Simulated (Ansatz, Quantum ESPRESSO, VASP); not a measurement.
# One structure in several programs: Pt3Ti (Pm-3m, 4 atoms in the cell)

Self-consistent single point.

```
Pt3Ti
1.0
    3.92000     0.00000     0.00000
    0.00000     3.92000     0.00000
    0.00000     0.00000     3.92000
Ti Pt
1 3
Direct
  0.00000   0.00000   0.00000
  0.00000   0.50000   0.50000
  0.50000   0.00000   0.50000
  0.50000   0.50000   0.00000
```

All programs got the same cell, k-point mesh and kind of occupations (in Ansatz's words: kpoints.mp_grid.grid = 6 6 6; scf.occupations.method = fermi_dirac; scf.occupations.width = 0.0073 Ry); potentials, basis and cutoffs are each program's usual ones.

| code | model | pressure (GPa) | cutoff |
|---|---|---|---|
| Ansatz | PBE, default PAW files | 5.18 | 30.9 Ry |
| VASP | PBE, VASP's PBE PAW potentials (set 64) | 4.40 | 300 eV |
| Quantum ESPRESSO | PBE, SSSP 1.1.2 efficiency (PBE) pseudopotentials | 4.73 | 50 Ry |

The spread over the programs that give each value: pressure within 0.78 GPa.

The starting cell has typed, rounded lattice constants, without a prior relaxation at this level. On Ansatz's run: Spin-orbit coupling is off. Spin polarisation is off. In the base run, with a pressure of about 5 GPa the cell is away from its equilibrium volume at this level.

Problem. Why do the programs differ, and what cannot be compared?

Solution. Differences of this kind can come from the potentials, where these differ, and from what each basis and cutoff leave unconverged. The valence holds different numbers of electrons (Ansatz (a first-principles code) 66, VASP 42, Quantum ESPRESSO 60). The zero of total energies and Fermi levels follows the potentials and each program's conventions, so they are not compared here. Ansatz's pressure is given at a fixed set of plane waves, as the other plane-wave codes print theirs; with its correction for the finite basis it is 5.25 GPa. Ansatz's smearing width was typed in Ry to four decimals, so it matches the others to a few per cent.

VASP's run is marked for a possible Pulay error in its stress at this cutoff; no cutoff test was made.

Left out of this page: ABINIT, GPAW, CP2K, Elk, FLEUR and SIESTA (not drawn, or without a comparable value).

Keys are those of Ansatz 0.2.
